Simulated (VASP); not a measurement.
All values below come from r2SCAN meta-GGA, VASP's PBE PAW potentials (set 64) (plane waves; VASP).

VASP input:

KPOINTS:
```
Automatic mesh
0
Gamma
7 7 7
0 0 0
```

**POSCAR**
```
CdSe
1
    0.0000000000     3.0250000000     3.0250000000
    3.0250000000     0.0000000000     3.0250000000
    3.0250000000     3.0250000000     0.0000000000
Cd Se
1 1
Direct
  0.0000000000   0.0000000000   0.0000000000
  0.7500000000   0.7500000000   0.7500000000
```

### INCAR
```
! general
SYSTEM  = CdSe
PREC    = Accurate
ENCUT   = 480   ! plane-wave cut-off (eV)
LREAL   = .False.
LASPH   = .True.   ! aspherical one-centre terms

! electronic loop
EDIFF   = 1E-6   ! SCF stop (eV)
NELM    = 100   ! most electronic steps
ALGO    = Normal
LMAXMIX = 4   ! l cut-off of mixed one-centre charges
LMIXTAU = .True.

! smearing
ISMEAR  = 0
SIGMA   = 0.05   ! width (eV)

! functional
METAGGA = R2SCAN

! ions
IBRION  = 2   ! conjugate gradients
NSW     = 60   ! most ionic steps
ISIF    = 3   ! ions, shape and volume
EDIFFG  = -0.01   ! ionic stop

! output
LWAVE   = .False.
LCHARG  = .False.
```

POTCAR, in this order: Cd Se (PBE.64 set). Program: vasp_std.

Energy and stress use the plane-wave basis of the starting cell.

**Question.** What does the run give for the energy per atom (σ→0), volume per atom, band gap (on the k-mesh)?

**Answer.** 
The energy per atom (σ→0) comes out as -1732.6 kJ/mol of atoms. The band gap (on the k-mesh) comes out as 1.02 eV and the volume per atom comes out as 28.94 Å³/atom.

File OSZICAR:
```
...
DAV:   4    -0.359091625678E+02    0.47622E-02   -0.96874E-03   520   0.941E-01    0.119E-01
DAV:   5    -0.359139507274E+02   -0.47882E-02   -0.32345E-03   520   0.650E-01    0.607E-02
DAV:   6    -0.359122837919E+02    0.16669E-02   -0.15445E-03   520   0.432E-01    0.586E-02
DAV:   7    -0.359139711514E+02   -0.16874E-02   -0.61558E-04   520   0.299E-01    0.183E-02
DAV:   8    -0.359139459547E+02    0.25197E-04   -0.90357E-06   560   0.217E-02    0.129E-02
DAV:   9    -0.359140213692E+02   -0.75414E-04   -0.36819E-05   525   0.721E-02    0.192E-03
DAV:  10    -0.359140217920E+02   -0.42277E-06   -0.16168E-06   508   0.134E-02
   3 F= -.35914022E+02 E0= -.35914022E+02  d E =-.196568E-01
```

The compound is CdSe in the zinc blende structure, whereas wurtzite is the usual form. This run relaxes it. Symmetry was kept, so distortions that lower it aren't found.
